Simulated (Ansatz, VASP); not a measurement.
# Cross-check of Se (Selenium) between VASP and Ansatz, part 2 of 2

One calculation is typed for both programs; each brings its own data sets and cutoff. How far apart do they land? The cell is taken from a series of VASP runs on this material, whose earlier steps may have relaxed, scaled or displaced it; both programs get it as it stands.

VASP 6.6.1 and Ansatz 0.2.0.

So far: The starting structure; VASP: band structure, HSE06.

**3. Ansatz: band structure, HSE06**

Level of this step: Ansatz beside VASP: Kohn-Sham DFT, plane waves, HSE06 (Ansatz).

Ansatz runs on its default PAW (the set named soft_2) files.

The same cell, functional, mesh and smearing now go to Ansatz, which takes its cutoff from its data sets.

input.yaml

```yaml
crystal:
  lattice:
    - [4.3662, 0.0, 0.0]
    - [-2.1831, 3.781240118, 0.0]
    - [0.0, 0.0, 4.9536]
  atoms:
    - { symbol: Se, position: [0.7746, 0.7746, 0.0] }
    - { symbol: Se, position: [0.0, 0.2254, 0.6666666667] }
    - { symbol: Se, position: [0.2254, 0.0, 0.3333333333] }
hamiltonian:
  xc: { exchange: pbe, correlation: pbe, exx: { coeff: 0.25, omega: 0.2 } }
  pseudopotentials: { kind: paw }
kpoints:
  mp_grid: { grid: [4, 4, 3] }
  band_path:
    path:
      - [0.0, 0.0, 0.0]
      - [0.44444, 0.0, 0.0]
      - [0.38889, 0.22222, 0.0]
      - [0.18519, 0.18519, 0.0]
      - [0.0, 0.0, 0.11111]
      - [0.0, 0.0, 0.5]
      - [0.44444, 0.0, 0.5]
      - [0.5, 0.0, 0.5]
      - [0.38889, 0.22222, 0.5]
      - [0.33333, 0.33333, 0.5]
      - [0.18519, 0.18519, 0.5]
      - [0.5, 0.0, 0.38889]
      - [0.33333, 0.33333, 0.0]
      - [0.33333, 0.33333, 0.5]
    npoints: 1
scf:
  occupations: { method: gaussian, width: 0.03 }
  n_extra_bands: 7
output:
  forces: true
  stress: true
  eigenvalues: true
  write_density: true
  write_potential: true
  elf: true
  volumetric_format: npy
```

Launch:

```sh
ansatz run input.yaml --threads 4 --pin off --max-ram 9216MiB --backend cpu --events-out ev --progress --plain --runs-dir out
```

Numbers of over 12 decimals in the logs are rounded to 6 here.

The program printed:

```text
Warning: output.stress: scf.convergence.dr2_threshold = 1e-7 eV (the SCF's general default) is looser than the 3e-10 eV advised for a printed stress (1e-10 eV for each atom of the cell: 3). What an SCF threshold leaves in a stress goes as its square root, and in the free energy as the threshold itself, and one threshold admits the most on a small cell: [figures from the program's tests cut] Set scf.convergence.dr2_threshold to 3e-10 eV or tighter. The threshold is an SCF's pass mark: one that does not reach it within its budget of iterations ends unconverged, or closes short of it on a stop that the run arms, and scf.convergence.dr2_threshold's page says what that costs each kind of run
Warning: output.stress: scf.exx.energy_threshold = 1e-6 eV is looser than the 3e-8 eV advised for a stress under a hybrid functional (1e-8 eV for each atom of the cell: 3). Every SCF of the exchange loop can meet its threshold on dr2 while the loop round them stops early: no threshold on dr2 bounds what that leaves in the stress. Set scf.exx.energy_threshold to 3e-8 eV or tighter. The threshold is the loop's pass mark: a loop that does not reach it within its budget of cycles ends unconverged, and scf.exx.energy_threshold's page has the law
scf.n_extra_bands = 7 over 24 filled bands (N_el = 48.0): the run solves 31 bands
Engine: ansatz 0.2.0, x86_64-unknown-linux-gnu
Pseudopotentials: kind: paw
Pseudopotential: Se, paw, valence charge 16, recommended cutoff 420 eV (normal), Se.paw.azcp
Functional definition: unnamed
  parameter a_1 = 0.25
  parameter omega_1 = 0.2/angstrom
  exchange = pbe_x + (-a_1)*pbe_x_sr(omega_1) + a_1*exact_x_sr(omega_1)
  correlation = pbe_c
Crystal: 3 atoms, lattice volume = 81.782 Å³
Basis set: ecut = 420 eV, 1583 PW (Γ), exchange–correlation on 60×60×72 points (8 copies of the dense FFT grid, shifted against one another)
Bands: 31, of which v1, the nominal top of the filled ones, is band 24 counted from 1 (23 counted from 0)
Symmetry: 6 space group operations
Space group: P3121 (ITA 152), of the structure as read, at distance tolerance 4.3e-5 Å
k-points: 9 of 48 (time reversal used)
Non-local potential: Se, projectors of the file, l = 0: 2, l = 1: 2, l = 2: 3, l = 3: 1
PAW form: soft (Blöchl's): semilocal exchange-correlation on the pseudo side does not see the compensation charge
PAW frozen core: Se, regenerated for the run's functional, and the local potential with it (the file was generated under x = pbe(κ = 0.804, μ = 0.219515), c = pbe(β = 0.066725))
PAW one-centre angular grid: Se, 590 points (default); XC on 64 Gauss nodes
Initial density: superposition of atomic densities (neutral atoms: chi_scale 0, normalization atom), corrected by the library's trained network
Initial wavefunctions: pseudopotential atomic-orbital guess
Functional: x = pbe(κ = 0.804, μ = 0.219515), c = pbe(β = 0.066725), warm-up for x = pbe(κ = 0.804, μ = 0.219515) + 0.25 (exact − pbe) at short range (hse, ω = 0.2 Å⁻¹), c = pbe(β = 0.066725)
SCF iter   1: F=—  HF=-16407.199063 eV  |F-HF|=—  |Δ(HF+E_count)|=         —  Δρ=1.43e-3  dr2=1.00e-3  ethr=1.77e-3  ⟨swp⟩=7.4  Hψ=1139  notcnv=0
preconditioner: auto → none  [insulator: Δε(μ)=1.593 eV  Ē_g=11.737 eV  σ=0.030 eV  W_gap=1.00  n_scr=20 (ndim 8)  ℏωp=17.4 eV  f_vac=0.095  D(μ)=0.00/eV (n_scr^D=0)]
SCF iter   2: F=-16407.200303 eV  HF=-16407.199959 eV  |F-HF|=3.45e-4  |Δ(HF+E_count)|=   8.96e-4  Δρ=6.57e-4  dr2=1.54e-4  ethr=2.09e-6  ⟨swp⟩=4.3  Hψ=844  notcnv=0  defer=3
SCF 1 stopped early in 2 iterations: F = -16407.200303 eV  dr2 = 1.54e-4
  greatest PAW one-centre occupation: 1.000 electrons in one spin orbital (limit 2), on the Se atom at site 2 (counted from 0), in its partial waves of l = 2
Initial density: handed on by an earlier stage of this run
Initial wavefunctions: those handed on with the density
Functional: x = pbe(κ = 0.804, μ = 0.219515) + 0.25 (exact − pbe) at short range (hse, ω = 0.2 Å⁻¹), c = pbe(β = 0.066725)
Exchange kernel: α = 0.2500, screened, ω = 0.2000 Å⁻¹, Wigner–Seitz truncation, v(0) = 1113.2958 eV·Å³, q-mesh 4×4×3, nearest image of the exchange supercell L = 14.86 Å, pair-density grid 18×18×24, without the augmentation charges, whose exchange is taken in its separable form by FFT convolution over the k-point mesh (sized by the pseudopotential files, 27×27×36 at the most), smooth part of the exact exchange by density-matrix convolution
Frozen-core exchange: fock
SCF iter   1: F=—  HF=-16411.412536 eV  |F-HF|=—  |Δ(HF+E_count)|=         —  Δρ=4.94e-3  dr2=1.07e-2  ethr=3.22e-6  ⟨swp⟩=5.9  Hψ=1193  notcnv=0
preconditioner: auto → none  [insulator: Δε(μ)=2.373 eV  Ē_g=13.190 eV  σ=0.030 eV  W_gap=1.00  n_scr=20 (ndim 8)  ℏωp=17.4 eV  f_vac=0.096  D(μ)=0.00/eV (n_scr^D=0)]
SCF iter   2: F=—  HF=-16411.399084 eV  |F-HF|=—  |Δ(HF+E_count)|=   1.35e-2  Δρ=2.20e-3  dr2=2.73e-3  ethr=3.22e-6  ⟨swp⟩=4.0  Hψ=909  notcnv=0
iter 3 solved again at ethr=2.66e-7 eV; its pass at ethr=3.22e-6 eV (dr2=1.28e-4 eV) is discarded
SCF iter   3: F=—  HF=-16411.398526 eV  |F-HF|=—  |Δ(HF+E_count)|=   5.58e-4  Δρ=6.17e-4  dr2=1.83e-3  ethr=2.66e-7  ⟨swp⟩=2.0  Hψ=993  notcnv=0
SCF iter   4: F=—  HF=-16411.412863 eV  |F-HF|=—  |Δ(HF+E_count)|=   1.43e-2  Δρ=7.71e-4  dr2=3.13e-4  ethr=2.55e-7  ⟨swp⟩=4.0  Hψ=989  notcnv=0
SCF iter   5: F=—  HF=-16411.412741 eV  |F-HF|=—  |Δ(HF+E_count)|=   1.23e-4  Δρ=7.17e-5  dr2=4.69e-5  ethr=2.55e-7  ⟨swp⟩=3.0  Hψ=711  notcnv=0
SCF iter   6: F=—  HF=-16411.413018 eV  |F-HF|=—  |Δ(HF+E_count)|=   2.77e-4  Δρ=1.36e-4  dr2=1.21e-5  ethr=9.78e-9  ⟨swp⟩=4.1  Hψ=915  notcnv=0
SCF iter   7: F=-16411.413014 eV  HF=-16411.413015 eV  |F-HF|=1.52e-7  |Δ(HF+E_count)|=   3.51e-6  Δρ=6.44e-6  dr2=1.54e-6  ethr=9.78e-9  ⟨swp⟩=4.0  Hψ=592  notcnv=0
SCF 2 stopped early in 7 iterations: F = -16411.413014 eV  dr2 = 1.54e-6
  Residual-converged pass: ⟨swp⟩=4.0  Hψ=767  notcnv=0  max |occ|·‖R‖ = 6.0e-6 eV (tolerance 6.7e-6 eV)  dr2=1.53e-6  dr2_onsite=4.82e-9  max |Δocc| = 0.0e0
  greatest PAW one-centre occupation: 1.000 electrons in one spin orbital (limit 2), on the Se atom at site 0 (counted from 0), in its partial waves of l = 2
hybrid outer 1: dexx = +1.692e-2 eV, tail = 3.40e-4 eV
Exchange kernel: α = 0.2500, screened, ω = 0.2000 Å⁻¹, Wigner–Seitz truncation, v(0) = 1113.2958 eV·Å³, q-mesh 4×4×3, nearest image of the exchange supercell L = 14.86 Å, pair-density grid 18×18×24, without the augmentation charges, whose exchange is taken in its separable form by FFT convolution over the k-point mesh (sized by the pseudopotential files, 27×27×36 at the most), smooth part of the exact exchange by density-matrix convolution
Frozen-core exchange: fock
SCF iter   1: F=—  HF=-16411.413555 eV  |F-HF|=—  |Δ(HF+E_count)|=         —  Δρ=5.84e-5  dr2=1.40e-6  ethr=3.54e-6  ⟨swp⟩=3.1  Hψ=571  notcnv=0
preconditioner: auto → none  [insulator: Δε(μ)=2.429 eV  Ē_g=13.213 eV  σ=0.030 eV  W_gap=1.00  n_scr=20 (ndim 8)  ℏωp=17.4 eV  f_vac=0.100  D(μ)=0.00/eV (n_scr^D=0)]
SCF iter   2: F=—  HF=-16411.413559 eV  |F-HF|=—  |Δ(HF+E_count)|=   3.63e-6  Δρ=2.58e-5  dr2=4.30e-7  ethr=2.47e-9  ⟨swp⟩=4.0  Hψ=969  notcnv=0
SCF iter   3: F=—  HF=-16411.413559 eV  |F-HF|=—  |Δ(HF+E_count)|=   1.76e-7  Δρ=3.82e-6  dr2=2.15e-7  ethr=4.41e-10  ⟨swp⟩=3.0  Hψ=722  notcnv=0
SCF iter   4: F=—  HF=-16411.413560 eV  |F-HF|=—  |Δ(HF+E_count)|=   1.17e-6  Δρ=6.83e-6  dr2=2.96e-8  ethr=2.20e-11  ⟨swp⟩=4.4  Hψ=1036  notcnv=0  defer=1
SCF iter   5: F=—  HF=-16411.413560 eV  |F-HF|=—  |Δ(HF+E_count)|=   7.82e-9  Δρ=1.26e-6  dr2=3.86e-9  ethr=2.20e-11  ⟨swp⟩=3.0  Hψ=564  notcnv=0
SCF iter   6: F=—  HF=-16411.413560 eV  |F-HF|=—  |Δ(HF+E_count)|=   2.14e-8  Δρ=1.27e-6  dr2=1.34e-9  ethr=1.00e-12  ⟨swp⟩=4.0  Hψ=811  notcnv=0
SCF iter   7: F=-16411.413560 eV  HF=-16411.413560 eV  |F-HF|=7.28e-12  |Δ(HF+E_count)|=  5.28e-10  Δρ=1.44e-7  dr2=1.22e-10  ethr=1.00e-12  ⟨swp⟩=3.0  Hψ=712  notcnv=0
SCF 3 converged in 7 iterations: F = -16411.413560 eV  dr2 = 1.22e-10
  Residual-converged pass: ⟨swp⟩=2.0  Hψ=491  notcnv=0  max |occ|·‖R‖ = 4.4e-7 eV (tolerance 5.4e-7 eV)  dr2=1.22e-10  dr2_onsite=1.34e-11  max |Δocc| = 0.0e0
hybrid outer 2: dexx = +1.692e-6 eV, tail = 8.98e-8 eV, Δε = 3.44e-3 eV (about 1.59e-4 eV left of the loop's levels), ΔF = 1.60e-2 eV/Å (tail 3.44e-3)
Exchange kernel: α = 0.2500, screened, ω = 0.2000 Å⁻¹, Wigner–Seitz truncation, v(0) = 1113.2958 eV·Å³, q-mesh 4×4×3, nearest image of the exchange supercell L = 14.86 Å, pair-density grid 18×18×24, without the augmentation charges, whose exchange is taken in its separable form by FFT convolution over the k-point mesh (sized by the pseudopotential files, 27×27×36 at the most), smooth part of the exact exchange by density-matrix convolution
Frozen-core exchange: fock
SCF iter   1: F=—  HF=-16411.413560 eV  |F-HF|=—  |Δ(HF+E_count)|=         —  Δρ=1.53e-6  dr2=1.11e-9  ethr=9.35e-10  ⟨swp⟩=9.0  Hψ=653  notcnv=0
preconditioner: auto → none  [insulator: Δε(μ)=2.430 eV  Ē_g=13.213 eV  σ=0.030 eV  W_gap=1.00  n_scr=20 (ndim 8)  ℏωp=17.4 eV  f_vac=0.100  D(μ)=0.00/eV (n_scr^D=0)]
SCF iter   2: F=-16411.413560 eV  HF=-16411.413560 eV  |F-HF|=7.28e-12  |Δ(HF+E_count)|=  8.73e-10  Δρ=3.69e-7  dr2=1.59e-10  ethr=2.05e-12  ⟨swp⟩=4.0  Hψ=892  notcnv=0
SCF 4 converged in 2 iterations: F = -16411.413560 eV  dr2 = 1.59e-10
  Residual-converged pass: ⟨swp⟩=2.1  Hψ=388  notcnv=0  max |occ|·‖R‖ = 7.4e-7 eV (tolerance 7.5e-7 eV)  dr2=1.59e-10  dr2_onsite=3.64e-11  max |Δocc| = 0.0e0
hybrid outer 3: dexx = +8.682e-10 eV, tail = 4.26e-10 eV, Δε = 4.34e-5 eV (about 6.68e-6 eV left of the loop's levels), ΔF = 5.32e-4 eV/Å (tail 3.76e-4)
NSCF: frozen V_eff on 14 k-points
hybrid SCF converged: 3 outer / 16 inner (+2 warm-up), last move |dexx| = 8.68e-10 eV, tail = 4.26e-10 eV
Stability not checked: this state was not tested for a lower state beside it, because the functional holds exact exchange (a hybrid, or Hartree-Fock), whose exchange loop this test does not read (fock_operator; see scf.lower_state_search)
Free energy (F): -16411.413560 eV
Frozen-core exchange: fock
Harris-Foulkes:  -16411.413560 eV  (|F-HF|=7.28e-12)
Internal energy: -16411.413560 eV  (E = F + TS)
E sigma→0 (E₀):  -16411.413560 eV
Fermi energy:    7.253254 eV
--- Per-component energies (eV) ---
  E_band       = -1376.038397
  E_kinetic    = 349.196964
  E_local      = -7735.091867  (includes V_loc(G=0)·N_el)
  E_nonlocal   = -1784.816068
  E_hartree    = 3789.444409
  E_xc         = -249.333364
  E_vxc        = -233.750943  (∫ρ·V_xc dr)
  E_exx        = -204.909810  (= α·E_x^exact, valence–valence)
  E_paw        = -5591.113978  (= ΣΔE_a)
  E_vpaw       = 859.355952  (= ΣTr[D̂ρ^β])
  E_aug_tail   = -0.001821  (compensation charges beyond the density's cutoff)
  E_ewald      = -4981.574654
  E_core_change = -3.213371  (= ΣΔE_core)
  E_smearing   = -0.000000  (= −TS)
  E_closure    = 0.000000  (closes the sum)
  Σ components = -16411.413560   (vs F -16411.413560, Δ=0.00e0)
--- Forces (eV/Å), atoms counted from 1 ---
  atom   1  Se     0.08780518     0.15208302     0.00000000
  atom   2  Se     0.08780518    -0.15208302    -0.00000000
  atom   3  Se    -0.17561035    -0.00000000    -0.00000000
  max |Σ_I F_I| component: 5.55e-17 eV/Å
--- Stress (GPa, compression-positive) ---
        0.905575       0.000000      -0.000000
        0.000000       0.905575       0.000000
       -0.000000       0.000000       0.361065
  P = ⅓ Tr σ = 0.7241 GPa (7.241 kbar)
--- Band table (eV; the first three rows and the last of 9) ---
  k-point 0: bands = [... 20 lower, 2.3472, 4.0274, 4.0274, 5.8036, 9.1641, 9.1641, 9.4350, 13.4687, ... 3 higher]
  k-point 1: bands = [... 20 lower, 2.7255, 4.2789, 4.7890, 5.0919, 8.4677, 8.5811, 8.6805, 13.7789, ... 3 higher]
  k-point 2: bands = [... 20 lower, 2.4849, 4.0897, 4.5688, 5.4138, 9.1149, 9.2468, 10.0825, 13.2157, ... 3 higher]
  k-point 8: bands = [... 20 lower, 1.9717, 4.2363, 5.1920, 6.0382, 8.8683, 9.8891, 10.4805, 13.6226, ... 3 higher]
```

Wall time 56 s (4 threads of Intel Xeon Platinum 8375C at 2.90GHz (Ice Lake), shared host); peak memory 0.84 GiB; 3.2 min of CPU time.

**4. Differences**

Known differences besides the potentials themselves: exact exchange at q = 0 is treated differently, which shows on coarse meshes; VASP keeps PBE cores, Ansatz makes them for the functional; the data sets hold 48 valence electrons in Ansatz (default PAW (the set named soft_2) files) and 18 in VASP; the cutoff is 420 eV in Ansatz and 350 eV in VASP; VASP takes a coarser grid for exact exchange (PRECFOCK = Fast). Total energies have different zeros and are not compared.

The two programs side by side:

```
                     quantity  Ansatz   VASP  difference
gap over the path points (eV)   1.792  1.783      +0.010
```

Forces (eV/Å; atoms numbered as in POSCAR):

```
atom        Ansatz x, y, z          VASP x, y, z
 Se1   0.088, 0.152, 0.000   0.105, 0.182, 0.000
 Se2  0.088, -0.152, 0.000  0.105, -0.182, 0.000
 Se3  -0.176, 0.000, 0.000  -0.211, 0.000, 0.000
```

Levels at points of the path, from each program's valence-band top (eV; 4 filled, then empty):

```
k (reciprocal lattice)                                  Ansatz                                    VASP
     0.000 0.000 0.000  -4.08 -2.40 -2.40 -0.62 2.73 2.73 3.01  -4.07 -2.40 -2.40 -0.63 2.73 2.73 3.02
     0.444 0.000 0.000  -3.87 -3.09 -1.98 -1.21 2.72 3.13 4.96  -3.86 -3.08 -1.98 -1.21 2.72 3.13 4.95
     0.389 0.222 0.000  -3.40 -3.16 -2.54 -1.76 3.40 3.95 4.70  -3.38 -3.16 -2.54 -1.75 3.40 3.95 4.70
     0.185 0.185 0.000  -3.70 -2.58 -1.97 -1.35 2.97 3.24 3.87  -3.69 -2.58 -1.97 -1.34 2.97 3.24 3.87
     0.000 0.000 0.111  -3.92 -2.41 -2.25 -0.72 2.60 2.62 2.87  -3.91 -2.40 -2.24 -0.72 2.60 2.62 2.88
     0.000 0.000 0.500  -3.67 -1.82 -1.82 -1.39 1.95 1.95 2.02  -3.66 -1.82 -1.82 -1.39 1.96 1.96 2.02
     0.444 0.000 0.500  -4.61 -2.14 -1.57 -0.09 2.44 3.46 3.86  -4.60 -2.13 -1.56 -0.09 2.43 3.46 3.86
     0.500 0.000 0.500   -4.64 -2.15 -1.58 0.00 2.42 3.50 3.87   -4.62 -2.14 -1.57 0.00 2.41 3.50 3.87
     0.389 0.222 0.500  -5.28 -1.26 -0.89 -0.08 2.00 3.52 3.71  -5.26 -1.26 -0.89 -0.08 1.99 3.52 3.71
     0.333 0.333 0.500  -5.47 -1.18 -0.29 -0.29 1.79 3.60 3.60  -5.45 -1.18 -0.29 -0.29 1.78 3.60 3.60
```

The forces differ by 20 meV/Å r.m.s., which is 16.6 % of the r.m.s. force of 0.12 eV/Å (both taken over all components). Among the levels compared at these points, filled levels agree within 18 meV and empty ones within 12 meV.

**5. What the set-up changes**

Further runs change the set-up of one program: Ansatz's method, potentials or start, or VASP's data sets, cutoff or form of LDA. The table gives Ansatz less VASP for each quantity, since a change that brings one quantity closer may part another.

```
                                    run  r.m.s. force difference (meV/Å)  gap over the path points (eV)
                               as above                               20                         0.0096
                   cores kept as stored                               19                         0.0094
Ansatz's larger PAW set (cutoff 580 eV)                               17                          0.022
```

**6. Outcome**

| Quantity | Value |
| --- | --- |
| r.m.s. force difference (band structure, HSE06) | 20 meV/Å |

**Reading.** The r.m.s. force difference is 20 meV/Å (band structure, HSE06), beyond the 12 meV/Å picked in this series as the mark of a large difference. Band structure, HSE06, Ansatz's larger PAW set (cutoff 580 eV): the difference in gap over the path points goes from 0.0096 to 0.022 eV. 1 further run of this series is not shown here. Such differences can come from data sets, numerical settings and the points named under the comparisons, not from the functional's error against experiment.

[Lines on the potential files, build, host, timing and source positions are cut from VASP's logs without a mark.]

[Logs are printed without paths, hosts, clocks, repeated set-up lines and the standing remarks that a program may print on its own settings, such as how far it seeks lower states.]

[Hosts, paths, dates, database ids (printed as entryN), source tags and the programs' standing remarks are cut or masked in the printed files.]
